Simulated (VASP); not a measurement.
Calculation: PBEsol GGA, VASP's PBE PAW potentials (set 64) (plane waves; VASP 6.6.1).

VASP ran on this input.

File KPOINTS:
```
Automatic mesh
0
Gamma
5 5 1
0 0 0
```

INCAR:
```
# general
SYSTEM = CaS(100) slab
PREC   = Normal
ENCUT  = 400
LREAL  = .False.
LASPH  = .True.

# electronic loop
EDIFF  = 1E-6
NELM   = 100
NELMIN = 4
ALGO   = Normal

# smearing
ISMEAR = 0
SIGMA  = 0.05

# functional
GGA    = PS

# output
LWAVE  = .False.
LCHARG = .False.
LORBIT = 11
LVHAR  = .True.

# other
LDIPOL = .True.
IDIPOL = 3
DIPOL  = 0.5 0.5 0.5
```

File POSCAR:
```
CaS(100) slab
1
    3.9872416269     0.0000000000     0.0000000000
    0.0000000000     3.9872416269     0.0000000000
    0.0000000000     0.0000000000    26.1426755225
Ca S
4 4
Direct
  0.0000000000   0.5000000000   0.3407112625
  0.5000000000   0.0000000000   0.4450455784
  0.0000000000   0.5000000000   0.5549544216
  0.5000000000   1.0000000000   0.6592887375
  0.0000000000   0.5000000000   0.4464513243
  0.5000000000   0.0000000000   0.3367316405
  0.0000000000   0.5000000000   0.6632683595
  0.5000000000   0.0000000000   0.5535486757
```

POTCAR, in this order: Ca_sv S (PBE.64 set). Program: vasp_std. Read from the step before: WAVECAR.

Output

### OSZICAR
```
       N       E                     dE             d eps       ncg     rms          rms(c)
DAV:   1    -0.426807425725E+02   -0.42681E+02   -0.65502E-05   590   0.310E-02    0.915E-03
DAV:   2    -0.426807397568E+02    0.28157E-05   -0.12405E-05   498   0.182E-02    0.739E-03
DAV:   3    -0.426807393130E+02    0.44380E-06   -0.21828E-06   408   0.596E-03    0.551E-03
DAV:   4    -0.426807390747E+02    0.23832E-06   -0.50809E-07   336   0.419E-03
   1 F= -.42680739E+02 E0= -.42680739E+02  d E =-.193441E-16
```

OUTCAR:
```
------------------------ aborting loop because EDIFF is reached ----------------------------------------
  FORCE on cell =-STRESS in cart. coord.  units (eV):
  Direction    XX          YY          ZZ          XY          YZ          ZX
  --------------------------------------------------------------------------------------
  Total       -2.1238301     -2.1238301     -0.2994250      0.0000000     -0.0000000      0.0000000
  in kB       -8.1871964     -8.1871964     -1.1542594      0.0000000     -0.0000000      0.0000000
  external PRESSURE =      -5.8428841 kB  Pullay stress =       0.0000000 kB
  volume of cell :      415.62
      direct lattice vectors                 reciprocal lattice vectors
     3.987241627  0.000000000  0.000000000     0.250799950  0.000000000  0.000000000
     0.000000000  3.987241627  0.000000000     0.000000000  0.250799950  0.000000000
     0.000000000  0.000000000 26.142675522     0.000000000  0.000000000  0.038251632
 POSITION                                       TOTAL-FORCE (eV/Angst)
 -----------------------------------------------------------------------------------
      0.00000      1.99362      8.90710         0.000000      0.000000      0.011901
      1.99362      0.00000     11.63468        -0.000000      0.000000      0.018590
      0.00000      1.99362     14.50799        -0.000000      0.000000     -0.018590
      1.99362      0.00000     17.23557        -0.000000      0.000000     -0.011901
      0.00000      1.99362     11.67143         0.000000     -0.000000      0.001395
      1.99362      0.00000      8.80307        -0.000000      0.000000      0.012216
      0.00000      1.99362     17.33961         0.000000     -0.000000     -0.012216
      1.99362      0.00000     14.47124        -0.000000      0.000000     -0.001395
 -----------------------------------------------------------------------------------
    total drift:                                0.000000      0.000000     -0.000000
  FREE ENERGIE OF THE ION-ELECTRON SYSTEM (eV)
  ---------------------------------------------------
  free  energy   TOTEN  =       -42.6807390747 eV

  energy  without entropy=      -42.6807390747  energy(sigma->0) =      -42.68073907

 total charge

# of ion       s       p       d       tot
------------------------------------------
    1        2.034   5.851   0.246   8.130
    2        2.035   5.858   0.256   8.149
    3        2.035   5.858   0.256   8.149
    4        2.034   5.851   0.246   8.130
    5        1.309   2.460   0.000   3.769
    6        1.310   2.431   0.000   3.741
    7        1.310   2.431   0.000   3.741
    8        1.309   2.460   0.000   3.769
--------------------------------------------------
tot         13.375  33.199   1.005  47.580
```
(Selected blocks of OUTCAR.)

OUTCAR:
```
 val. band max:       -1.5243428295   @ k =   0.0000   0.0000   0.0000

 cond. band min:       0.7819576819   @ k =   0.0000   0.0000   0.0000


 Fermi energy:        -1.2397803631

 k-point     1 :       0.0000    0.0000    0.0000
  band No.  band energies     occupation
      1     -40.7133      2.00000
      2     -40.7133      2.00000
      3     -40.3764      2.00000
      4     -40.3682      2.00000
      5     -21.9242      2.00000
      6     -21.9235      2.00000
      7     -21.7587      2.00000
      8     -21.7587      2.00000
      9     -21.7586      2.00000
     10     -21.7586      2.00000
     11     -21.5435      2.00000
     12     -21.4933      2.00000
     13     -21.4933      2.00000
     14     -21.4738      2.00000
     15     -21.4678      2.00000
     16     -21.4678      2.00000
     17     -12.8148      2.00000
     18     -12.4813      2.00000
     19     -12.1483      2.00000
     20     -12.1419      2.00000
     21      -3.8691      2.00000
     22      -3.3772      2.00000
     23      -2.6576      2.00000
     24      -2.2914      2.00000
     25      -2.2914      2.00000
     26      -1.9911      2.00000
     27      -1.9911      2.00000
     28      -1.9830      2.00000
     29      -1.6623      2.00000
     30      -1.6623      2.00000
     31      -1.5243      2.00000
     32      -1.5243      2.00000
     33       0.7820      0.00000
     34       1.1650      0.00000
     35       1.8073      0.00000
     36       1.9655      0.00000
     37       2.3072      0.00000
     38       2.3448      0.00000

 k-point     2 :       0.2000    0.0000    0.0000
  band No.  band energies     occupation
      1     -40.7117      2.00000
      2     -40.7117      2.00000
      3     -40.3739      2.00000
      4     -40.3674      2.00000
      5     -21.9227      2.00000
      6     -21.9215      2.00000
      7     -21.7971      2.00000
      8     -21.7963      2.00000
      9     -21.7541      2.00000
     10     -21.7541      2.00000
...
```

The cell is a thin slab with vacuum, built from CaS (rock salt): (100) face.
